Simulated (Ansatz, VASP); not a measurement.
## Cross-check of CdFe between VASP and Ansatz

Wanted: the spread between two codes on one cell, functional and k mesh. The cell is invented: As first built, before any earlier steps moved the atoms (in the runner's words): it takes the MgCd structure with some of its atoms replaced by other elements, volume scaled by an estimate. It may not be a known or stable phase. The cell is taken from a series of runs on this material, whose earlier steps may have relaxed, scaled, displaced or heated it; both programs get it as it stands. Valence electrons are named where the data sets of a main pair hold unlike numbers.

Method: plane waves, with VASP 6.6.1 beside it; single point at PBE, in Ansatz 0.2.0.

### 1. The structure

The structure is trigonal, space group P-3m1 (No. 164). Conventional cell: a = 2.940 Å, b = 2.940 Å, c = 9.004 Å, α = 90.00°, β = 90.00°, γ = 120.00°. Nearest to Cd lie 3 Fe at 2.87 Å and 9 Cd at 2.94 to 3.20 Å. Fe has 3 Fe at 2.38 Å and 3 Cd at 2.87 Å nearest. As first built, before any earlier steps moved the atoms (in the runner's words): sites of the MgCd structure (space group 164) filled with other elements, volume scaled by an estimate. Farther neighbours are not listed.

### 2. Ansatz: single point, PBE

Ansatz runs on its default PAW (the set named soft_2) files.

With cell and atoms fixed, the geometry can't cause a difference; cores, projectors, grids and the points listed under the comparison can.

Contents of input.yaml:

```yaml
crystal:
  lattice:
    - [2.939779589, 0.0, 0.0]
    - [-1.4698897945, 2.5459239069, 0.0]
    - [0.0, 0.0, 9.0044922567]
  atoms:
    - { symbol: Cd, position: [0.66666667, 0.33333333, 0.8494821704] }
    - { symbol: Cd, position: [0.33333333, 0.66666667, 0.1505178296] }
    - { symbol: Fe, position: [0.33333333, 0.66666667, 0.5924889712], spin: 3.0 }
    - { symbol: Fe, position: [0.66666667, 0.33333333, 0.4075110288], spin: 3.0 }
hamiltonian:
  xc: pbe
  pseudopotentials: { kind: paw }
magnetization:
  spin_polarized: true
kpoints:
  mp_grid: { grid: [10, 10, 3] }
scf:
  occupations: { method: fermi_dirac, width: 0.05 }
  n_extra_bands: 10
output:
  forces: true
  stress: true
  eigenvalues: true
```

On the command line:

```
ansatz run input.yaml --threads 2 --pin off --max-ram 4608MiB --backend cpu --events-out ev --progress --plain --runs-dir out
```

Numbers of over 12 decimals in the logs are rounded to 6 here.

The program printed:

```text
Warning: the band count 46 (scf.n_extra_bands) hosts the net moment |M| = 6.0000 μB (N_el = 72) but caps the reachable moment at 2·n_bands − N_el = 20.0000 μB, below the 47 bands that the automatic rule leaves for it — a moment growing past the seed, or the majority channel's smearing tail, pins there with fewer empty majority states than that count leaves; raise or omit scf.n_extra_bands unless the cap is intended
scf.n_extra_bands = 10 over 36 filled bands (N_el = 72.0): the run solves 46 bands
Engine: ansatz 0.2.0, aarch64-unknown-linux-gnu
Pseudopotentials: kind: paw
Pseudopotential: Cd, paw, valence charge 20, recommended cutoff 420 eV (normal), Cd.paw.azcp
Pseudopotential: Fe, paw, valence charge 16, recommended cutoff 420 eV (normal), Fe.paw.azcp
Functional definition: PBE
  parameter kappa = 0.804
  parameter beta = 0.066725
  exchange = pbe_x(kappa = kappa, mu = beta*pi^2/3)
  correlation = pbe_c(beta = beta)
Crystal: 4 atoms, lattice volume = 67.394 Å³
Basis set: ecut = 420 eV, 1279 PW (Γ), exchange–correlation on 40×40×128 points (8 copies of the dense FFT grid, shifted against one another)
Bands: 46, of which v1, the nominal top of the filled ones, is band 36 counted from 1 (35 counted from 0)
Symmetry: 12 space group operations
Space group: P-3m1 (ITA 164), of the structure as read, at distance tolerance 4.1e-5 Å
Magnetic group: BNS 164.85 (UNI 1315), of the structure as read, at distance tolerance 4.1e-5 Å
k-points: 36 of 300
Non-local potential: Cd, projectors of the file, l = 0: 3, l = 1: 2, l = 2: 2, l = 3: 1
Non-local potential: Fe, projectors of the file, l = 0: 3, l = 1: 2, l = 2: 3, l = 3: 1
PAW form: soft (Blöchl's): semilocal exchange-correlation on the pseudo side does not see the compensation charge
PAW one-centre angular grid: Cd, 590 points (default); XC on 64 Gauss nodes
PAW one-centre angular grid: Fe, 590 points (default); XC on 64 Gauss nodes
Initial density: superposition of atomic densities (chi_scale 0.1, normalization cell)
Starting moments: Σ|m| = 6 μB on 2 of 4 sites
Initial wavefunctions: pseudopotential atomic-orbital guess
Functional: x = pbe(κ = 0.804, μ = 0.219515), c = pbe(β = 0.066725)
SCF iter   1: F=—  HF=-25468.819138 eV  |F-HF|=—  |Δ(HF+E_count)|=         —  Δρ=4.03e-2 (↑2.33e-2 ↓4.03e-2)  dr2=1.87e1  dr2_m=1.65e-1  M=5.022 μB ∫|m|=5.209 μB  β_m=0.30  ethr=3.10e-3  ⟨swp⟩=5.8  Hψ=11049  notcnv=0  defer=12
Mixer restart at iter 1: flushing history
preconditioner: auto → Kerker (q_TF=auto, 2.759 Å⁻¹)  [metal: Δε(μ)=0.016 eV  Ē_g=9.597 eV  σ=0.050 eV  W_gap=0.08  n_scr=24 (ndim 8)  ℏωp=28.6 eV  f_vac=0.000  D(μ)=3.16/eV (n_scr^D=38)]
spin=Collinear: Kerker preconditioning applied to the charge; magnetization (m = ρ↑ − ρ↓) channel mixes plain (no charge-response kernel on spin).
SCF iter   2: F=—  HF=-25469.341581 eV  |F-HF|=—  |Δ(HF+E_count)|=   5.22e-1  Δρ=3.23e-2 (↑1.73e-2 ↓3.23e-2)  dr2=1.50e1  dr2_m=9.95e-2  M=4.946 μB ∫|m|=5.180 μB  β_m=0.59  ethr=3.10e-3  ⟨swp⟩=2.0  Hψ=4393  notcnv=0  defer=165
SCF iter   3: F=—  HF=-25468.619663 eV  |F-HF|=—  |Δ(HF+E_count)|=   7.22e-1  Δρ=1.01e-2 (↑1.01e-2 ↓9.97e-3)  dr2=1.98e0  dr2_m=6.03e-3  M=4.737 μB ∫|m|=5.247 μB  β_m=0.68  ethr=3.10e-3  ⟨swp⟩=3.4  Hψ=5841  notcnv=0  defer=178
SCF iter   4: F=—  HF=-25468.518553 eV  |F-HF|=—  |Δ(HF+E_count)|=   1.01e-1  Δρ=1.32e-2 (↑8.60e-3 ↓1.32e-2)  dr2=5.03e-2  dr2_m=6.66e-2  M=4.982 μB ∫|m|=5.467 μB  β_m=0.82  ethr=2.75e-3  ⟨swp⟩=2.6  Hψ=4776  notcnv=0  defer=181
SCF iter   5: F=—  HF=-25468.748938 eV  |F-HF|=—  |Δ(HF+E_count)|=   2.30e-1  Δρ=1.05e-2 (↑6.54e-3 ↓1.05e-2)  dr2=1.78e-1  dr2_m=3.14e-3  M=5.064 μB ∫|m|=5.511 μB  β_m=0.82  ethr=6.99e-5  ⟨swp⟩=2.3  Hψ=6160  notcnv=0  defer=202
SCF iter   6: F=—  HF=-25468.757659 eV  |F-HF|=—  |Δ(HF+E_count)|=   8.72e-3  Δρ=1.01e-2 (↑1.01e-2 ↓5.53e-3)  dr2=2.13e-1  dr2_m=3.66e-3  M=5.191 μB ∫|m|=5.590 μB  β_m=0.65  ethr=6.99e-5  ⟨swp⟩=3.2  Hψ=6761  notcnv=0  defer=202
SCF iter   7: F=—  HF=-25468.760312 eV  |F-HF|=—  |Δ(HF+E_count)|=   2.65e-3  Δρ=6.52e-3 (↑6.52e-3 ↓3.53e-3)  dr2=8.45e-2  dr2_m=1.45e-3  M=5.184 μB ∫|m|=5.592 μB  β_m=0.82  ethr=6.99e-5  ⟨swp⟩=2.1  Hψ=4701  notcnv=0  defer=209
SCF iter   8: F=—  HF=-25468.758259 eV  |F-HF|=—  |Δ(HF+E_count)|=   2.05e-3  Δρ=1.65e-3 (↑1.65e-3 ↓1.01e-3)  dr2=6.52e-3  dr2_m=6.69e-5  M=5.176 μB ∫|m|=5.593 μB  β_m=0.80  ethr=6.99e-5  ⟨swp⟩=2.0  Hψ=4383  notcnv=0  defer=209
SCF iter   9: F=—  HF=-25468.758003 eV  |F-HF|=—  |Δ(HF+E_count)|=   2.55e-4  Δρ=1.89e-4 (↑1.89e-4 ↓1.45e-4)  dr2=1.58e-4  dr2_m=3.71e-7  M=5.172 μB ∫|m|=5.592 μB  β_m=0.90  ethr=9.06e-6  ⟨swp⟩=1.9  Hψ=4262  notcnv=0  defer=208
SCF iter  10: F=—  HF=-25468.758003 eV  |F-HF|=—  |Δ(HF+E_count)|=   6.18e-8  Δρ=2.53e-5 (↑2.50e-5 ↓2.53e-5)  dr2=3.17e-6  dr2_m=3.45e-9  M=5.173 μB ∫|m|=5.593 μB  β_m=0.95  ethr=2.19e-7  ⟨swp⟩=1.8  Hψ=4008  notcnv=0  defer=208
SCF iter  11: F=—  HF=-25468.758004 eV  |F-HF|=—  |Δ(HF+E_count)|=   7.35e-7  Δρ=1.22e-5 (↑9.56e-6 ↓1.22e-5)  dr2=8.15e-7  dr2_m=2.48e-9  M=5.173 μB ∫|m|=5.593 μB  β_m=0.97  ethr=4.40e-9  ⟨swp⟩=2.2  Hψ=5382  notcnv=0  defer=208
SCF iter  12: F=—  HF=-25468.758004 eV  |F-HF|=—  |Δ(HF+E_count)|=   2.47e-8  Δρ=2.55e-6 (↑2.55e-6 ↓1.74e-6)  dr2=1.13e-8  dr2_m=7.25e-10  M=5.173 μB ∫|m|=5.593 μB  β_m=0.92  ethr=1.13e-9  ⟨swp⟩=1.5  Hψ=3404  notcnv=0  defer=208
SCF iter  13: F=-25468.758004 eV  HF=-25468.758004 eV  |F-HF|=4.27e-9  |Δ(HF+E_count)|=   2.90e-9  Δρ=1.31e-6 (↑8.88e-7 ↓1.31e-6)  dr2=5.23e-9  dr2_m=4.28e-11  M=5.173 μB ∫|m|=5.593 μB  ethr=1.57e-11  ⟨swp⟩=7.9  Hψ=13300  notcnv=0
SCF 1 converged in 13 iterations: F = -25468.758004 eV  dr2 = 5.23e-9
  greatest PAW one-centre occupation: 1.003 electrons in one spin orbital (limit 2), on the Fe atom at site 3 (counted from 0), in its partial waves of l = 1
SCF converged after 13 iterations
Magnetization: 5.1727 μB (38.5863 up, 33.4137 down)
Absolute magnetization: 5.5970 μB (∫|ρ↑−ρ↓|, with the PAW one-centre terms)
Spin contamination: 0.2149 ħ² per cell (⟨S²⟩ above its minimum at these occupations)
Per-site moments (μB) at R_I (Å): [(-0.023842, 1.183796), (-0.023842, 1.183796), (2.603533, 0.980944), (2.603533, 0.980944)]
Free energy (F): -25468.758004 eV
Harris-Foulkes:  -25468.758004 eV  (|F-HF|=4.27e-9)
Internal energy: -25468.731405 eV  (E = F + TS)
E sigma→0 (E₀):  -25468.744705 eV
Entropy (-TS):   -0.026599 eV (-6.650 meV/atom)
Fermi energy:    15.485372 eV
--- Per-component energies (eV) ---
  E_band       = -1265.982129
  E_kinetic    = 1705.724420
  E_local      = -10421.137792  (includes V_loc(G=0)·N_el)
  E_nonlocal   = 509.427817
  E_hartree    = 4682.892068
  E_xc         = -587.838495
  E_vxc        = -745.012097  (∫ρ·V_xc dr)
  E_paw        = -10900.819838  (= ΣΔE_a)
  E_vpaw       = -1680.765463  (= ΣTr[D̂ρ^β])
  E_aug_tail   = 0.001826  (compensation charges beyond the density's cutoff)
  E_ewald      = -10456.981411
  E_smearing   = -0.026599  (= −TS)
  E_closure    = 0.000000  (closes the sum)
  Σ components = -25468.758004   (vs F -25468.758004, Δ=0.00e0)
--- Forces (eV/Å), atoms counted from 1 ---
  atom   1  Cd     0.00000000    -0.00000000    -0.00285829
  atom   2  Cd     0.00000000     0.00000000     0.00285829
  atom   3  Fe     0.00000000    -0.00000000     0.06013229
  atom   4  Fe     0.00000000     0.00000000    -0.06013229
  max |Σ_I F_I| component: 1.85e-17 eV/Å
--- Stress (GPa, compression-positive) ---
        0.275819       0.000000      -0.000000
       -0.000000       0.275819       0.000000
       -0.000000       0.000000       0.483547
  P = ⅓ Tr σ = 0.3451 GPa (3.451 kbar)
--- Band table (eV; the first three rows and the last of 72) ---
  k-point 0 ↑: bands = [... 32 lower, 12.8960, 12.8960, 13.4004, 14.0958, 14.0958, 14.9725, 14.9725, 15.4653, ... 6 higher]
  k-point 1 ↑: bands = [... 32 lower, 12.8960, 12.8960, 12.9331, 14.0962, 14.0962, 14.5047, 14.9728, 14.9728, ... 6 higher]
  k-point 2 ↑: bands = [... 32 lower, 12.8970, 12.9627, 13.6071, 14.0557, 14.0955, 14.5226, 14.9819, 16.0889, ... 6 higher]
  k-point 35 ↓: bands = [... 32 lower, 15.3068, 15.6975, 16.3784, 17.1788, 17.2435, 17.7306, 17.8470, 18.2350, ... 6 higher]
```

The column dr2 measures how far the density is from self-consistency, as an energy; F and HF (Harris–Foulkes) agree once it is small.

The run ends at a pressure of 0.35 GPa, with forces up to 0.060 eV/Å.

### 3. VASP: single point, PBE

The same cell, functional, mesh and smearing now go to VASP, with its own data sets.

Lines of VASP's logs that name or quote its potential files are left out, and so is its time.

Contents of INCAR:

```
SYSTEM = CdFe
PREC = Accurate
ENCUT = 630
EDIFF = 1E-06
NELM = 100
ISMEAR = -1
SIGMA = 0.05
LREAL = .FALSE.
ALGO = Normal
GGA = PE
NBANDS = 46
ISPIN = 2
MAGMOM = -0.02 -0.02 2.6 2.6
LMAXMIX = 4
LORBIT = 11
LWAVE = .FALSE.
LCHARG = .FALSE.
KPAR = 2
ISIF = 2
```

Contents of POSCAR:

```
CdFe
1.0
    2.9397795890      0.0000000000      0.0000000000
   -1.4698897945      2.5459239069      0.0000000000
    0.0000000000      0.0000000000      9.0044922567
Cd Fe
2 2
Direct
    0.6666666700      0.3333333300      0.8494821704
    0.3333333300      0.6666666700      0.1505178296
    0.3333333300      0.6666666700      0.5924889712
    0.6666666700      0.3333333300      0.4075110288
```

Contents of KPOINTS:

```
Automatic mesh
0
Gamma
10 10 3
0 0 0
```

The projector-augmented-wave data sets are Cd_sv_GW and Fe_sv_GW (PBE family, release 64).

On the command line:

```
mpirun -np 2 vasp_std
```

The program printed:

```text
[banner, memory and clock lines left out]
running    2 mpi-ranks, on    1 nodes
 distrk:  each k-point on    1 cores,    2 groups
 distr:  one band on    1 cores,    1 groups

 POSCAR found type information on POSCAR CdFe
 POSCAR found :  2 types and       4 ions
 LDA part: xc-table for (Slater+PW92), standard interpolation
 POSCAR, INCAR and KPOINTS ok, starting setup
 FFT: planning ... GRIDC
 FFT: planning ... GRID_SOFT
 FFT: planning ... GRID
 WAVECAR not read
 entering main loop
       N       E                     dE             d eps       ncg     rms          rms(c)
DAV:   1     0.222470440145E+04    0.22247E+04   -0.41440E+04  9102   0.448E+03
DAV:   2     0.350722572575E+03   -0.18740E+04   -0.18213E+04  8966   0.139E+03
DAV:   3     0.170731871724E+02   -0.33365E+03   -0.31266E+03 12670   0.810E+02
DAV:   4    -0.204556509332E+02   -0.37529E+02   -0.36200E+02 12904   0.310E+02
DAV:   5    -0.243591302916E+02   -0.39035E+01   -0.38243E+01 13224   0.833E+01    0.584E+01
DAV:   6    -0.293594169872E+02   -0.50003E+01   -0.95540E+01 11272   0.256E+02    0.296E+01
DAV:   7    -0.235302710042E+02    0.58291E+01   -0.18420E+02 10648   0.370E+02    0.492E+01
DAV:   8    -0.207212947261E+02    0.28090E+01   -0.13351E+01 12992   0.502E+01    0.248E+01
DAV:   9    -0.192054030330E+02    0.15159E+01   -0.51797E+00 11680   0.524E+01    0.610E+00
DAV:  10    -0.192970002169E+02   -0.91597E-01   -0.10269E+00 13240   0.164E+01    0.458E+00
DAV:  11    -0.192792379079E+02    0.17762E-01   -0.38813E-02 13024   0.247E+00    0.473E+00
DAV:  12    -0.193572267690E+02   -0.77989E-01   -0.52003E-02 12632   0.363E+00    0.445E+00
DAV:  13    -0.195168775488E+02   -0.15965E+00   -0.31290E-01 12648   0.101E+01    0.211E+00
DAV:  14    -0.195298102838E+02   -0.12933E-01   -0.36210E-02 13152   0.303E+00    0.173E+00
DAV:  15    -0.195293889926E+02    0.42129E-03   -0.15698E-02 13224   0.241E+00    0.154E+00
DAV:  16    -0.195334552943E+02   -0.40663E-02   -0.49734E-03 13112   0.151E+00    0.117E+00
DAV:  17    -0.195358851988E+02   -0.24299E-02   -0.54502E-03 13216   0.126E+00    0.675E-01
DAV:  18    -0.195357698341E+02    0.11536E-03   -0.41858E-04 12664   0.447E-01    0.465E-01
DAV:  19    -0.195356739490E+02    0.95885E-04   -0.21992E-04 11064   0.330E-01    0.322E-01
DAV:  20    -0.195357564931E+02   -0.82544E-04   -0.98415E-05 12064   0.175E-01    0.792E-02
DAV:  21    -0.195357979212E+02   -0.41428E-04   -0.95961E-05  9952   0.188E-01    0.536E-02
DAV:  22    -0.195357956893E+02    0.22320E-05   -0.54139E-06  6728   0.539E-02    0.196E-02
DAV:  23    -0.195357948493E+02    0.83997E-06   -0.55037E-06  6744   0.563E-02
   1 F= -.19535795E+02 E0= -.19522235E+02  d E =-.271199E-01  mag=     5.1962
```

(Continued in part 2 of 2.)

[Lines on the potential files, build, host, timing and source positions are cut from VASP's logs without a mark.]

[Logs are printed without paths, hosts, clocks, repeated set-up lines and the standing remarks that a program may print on its own settings, such as how far it seeks lower states.]

[Hosts, paths, dates, database ids (printed as entryN), source tags and the programs' standing remarks are cut or masked in the printed files.]
